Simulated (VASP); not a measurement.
The system is GaBiSe3.

```
CELL_PARAMETERS angstrom
2.00000 1.15470 9.33333
-2.00000 1.15470 9.33333
0.00000 -2.30940 9.33333
ATOMIC_POSITIONS crystal
Ga 0.18800 0.18800 0.18800
Bi 0.39330 0.39330 0.39330
Se 0.56080 0.56080 0.56080
Se 0.79770 0.79770 0.79770
Se 0.00000 0.00000 0.00000
```

The cell was built by a generator and needn't be a form met in nature.

```yaml
Program: VASP 6.6.1
Task: relaxation of cell and atoms
Functional: PBE
Potentials_or_basis: VASP PAW PBE potentials, release 64 (Ga_d, Bi_d, Se)
Cutoff: 520 eV
k_mesh: 4 × 4 × 4
Occupations: gaussian, width 0.15 eV
Spin: no spin polarisation
```

At the start: pressure 1.1 GPa; volume 25.87 Å³/atom.

Where does the relaxation end?

Over 5 steps the energy falls by 9.3 meV/atom and the volume is 26.43 Å³/atom (+2.2 %); space group R3m (No. 160, to 0.05 Å).

Step by step:
```
step  energy change (eV)  largest force (eV/Å)  pressure (GPa)  volume (Å³)
   1              0.0000                0.5509            1.12       129.33
   2             -0.0333                0.2528           -0.44       132.73
   3             -0.0343                0.2406           -0.76       133.25
   4             -0.0464                0.0947           -0.02       132.16
   5             -0.0464                0.0762           -0.02       132.14
```

Final structure:
```
Ga Bi Se
1.0
     2.00079    1.15516    9.52873
    -2.00079    1.15516    9.52873
     0.00000   -2.31031    9.52873
Ga Bi Se
1 1 3
Direct
  0.18770 0.18770 0.18770
  0.39170 0.39170 0.39170
  0.56248 0.56248 0.56248
  0.79689 0.79689 0.79689
  0.00102 0.00102 0.00102
```

Caveat: the k mesh is coarse (spacing up to 0.46 Å⁻¹), so the values aren't converged; the relaxation stopped at a loose force limit of 0.08 eV/Å, so its end isn't a converged minimum.
